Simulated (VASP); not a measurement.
Energy against volume of TiO2 (rutile). Method: revPBE GGA, VASP's PBE PAW potentials (set 64) (plane waves; VASP). Settings: 520 eV cut-off, 5×5×7 Γ-centred mesh, Gaussian smearing of 0.050 eV, potentials Ti_sv O.

Shape and ions are relaxed at each volume.

```csv
V (Å³/atom),E (eV/atom)
10.540,-8.58312
10.866,-8.58983
11.192,-8.58501
11.518,-8.57094
```

### Question
Fit these four points and predict the energy of the run at 10.214 Å³/atom.

### Answer
A cubic in V^(−2/3), the third-order Birch-Murnaghan form, passes through the four points with V0 = 10.88 Å³/atom and B0 = 187 GPa, and gives -8.5621 eV/atom there. The run gave -8.5624 eV/atom, -0.3 meV/atom from the fit; all five points give B0 = 185 GPa.

The compound is TiO2 in the rutile structure. It was relaxed first.
